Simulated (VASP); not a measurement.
Method: LDA (Ceperley-Alder, Perdew-Zunger), VASP's LDA PAW potentials (set 64) (plane waves; VASP).

A VASP calculation is set up with these files.

File POSCAR:
```
HfB2
1
    1.5504478561    -2.6854546847     0.0000000000
    1.5504478561     2.6854546847    -0.0000000000
    0.0000000000    -0.0000000000     3.4353796636
Hf B
1 2
Direct
  1.0000000000   1.0000000000   0.0000000000
  0.3333330000   0.6666670000   0.5000000000
  0.6666670000   0.3333330000   0.5000000000
```

INCAR:
```
SYSTEM  =  HfB2
PREC  =  Accurate; ENCUT  =  520; LREAL  =  F
LASPH  =  T
EDIFF  =  1E-6; NELM  =  100; ALGO  =  Normal
LMAXMIX  =  6
ISMEAR  =  1; SIGMA  =  0.1
IBRION  =  2; NSW  =  60; ISIF  =  3
EDIFFG  =  -0.02
LWAVE  =  F; LCHARG  =  F
```

### KPOINTS
```
Automatic mesh
0
Gamma
10 10 8
0 0 0
```

POTCAR, in this order: Hf_pv B (LDA.64 set). Program: vasp_std.

The run wrote:

### OSZICAR
```
       N       E                     dE             d eps       ncg     rms          rms(c)
DAV:   1     0.274491786950E+02    0.27449E+02   -0.84145E+03  1680   0.127E+03
DAV:   2    -0.297502538901E+02   -0.57199E+02   -0.53423E+02  2100   0.243E+02
DAV:   3    -0.314711859500E+02   -0.17209E+01   -0.16844E+01  2244   0.323E+01
DAV:   4    -0.314867496425E+02   -0.15564E-01   -0.15453E-01  2036   0.296E+00
DAV:   5    -0.314868976059E+02   -0.14796E-03   -0.14793E-03  2176   0.242E-01    0.566E+01
DAV:   6    -0.290736516789E+02    0.24132E+01   -0.56035E+00  2016   0.157E+01    0.414E+01
DAV:   7    -0.290248055846E+02    0.48846E-01   -0.16524E+00  2084   0.887E+00    0.124E+01
DAV:   8    -0.289554264841E+02    0.69379E-01   -0.47754E-01  1980   0.493E+00    0.195E+00
DAV:   9    -0.289505942967E+02    0.48322E-02   -0.34315E-02  1992   0.145E+00    0.331E-01
DAV:  10    -0.289505203896E+02    0.73907E-04   -0.92339E-04  2016   0.267E-01    0.368E-01
DAV:  11    -0.289505154099E+02    0.49797E-05   -0.10217E-04  2028   0.789E-02    0.152E-01
DAV:  12    -0.289505128559E+02    0.25540E-05   -0.95789E-06  2020   0.261E-02    0.415E-02
DAV:  13    -0.289505128323E+02    0.23548E-07   -0.30801E-07  1180   0.538E-03
   1 F= -.28950513E+02 E0= -.28950345E+02  d E =-.289505E+02
```

**OUTCAR**
```
------------------------ aborting loop because EDIFF is reached ----------------------------------------
  FORCE on cell =-STRESS in cart. coord.  units (eV):
  Direction    XX          YY          ZZ          XY          YZ          ZX
  --------------------------------------------------------------------------------------
  Total        0.0470553      0.0470553     -0.0364327      0.0000000      0.0000000     -0.0000000
  in kB        2.6353551      2.6353556     -2.0404345      0.0000000      0.0000000     -0.0000000
  external PRESSURE =       1.0767587 kB  Pullay stress =       0.0000000 kB
  volume of cell :       28.61
      direct lattice vectors                 reciprocal lattice vectors
     1.550447856 -2.685454685  0.000000000     0.322487466 -0.186188210  0.000000000
     1.550447856  2.685454685  0.000000000     0.322487466  0.186188210  0.000000000
     0.000000000  0.000000000  3.435379664     0.000000000  0.000000000  0.291088642
 POSITION                                       TOTAL-FORCE (eV/Angst)
 -----------------------------------------------------------------------------------
      0.00000      0.00000      0.00000        -0.000000     -0.000000     -0.000000
      1.55045      0.89515      1.71769         0.000000     -0.000000     -0.000000
      1.55045     -0.89515      1.71769        -0.000000      0.000000      0.000000
 -----------------------------------------------------------------------------------
    total drift:                                0.000000     -0.000000      0.000000
  FREE ENERGIE OF THE ION-ELECTRON SYSTEM (eV)
  ---------------------------------------------------
  free  energy   TOTEN  =       -28.9505128323 eV

  energy  without entropy=      -28.9500094999  energy(sigma->0) =      -28.95034505

 reached required accuracy - stopping structural energy minimisation
```
(Selected blocks of OUTCAR.)

The compound is HfB2 in the AlB2 type structure. It was relaxed first. The start is the result of an earlier pass.
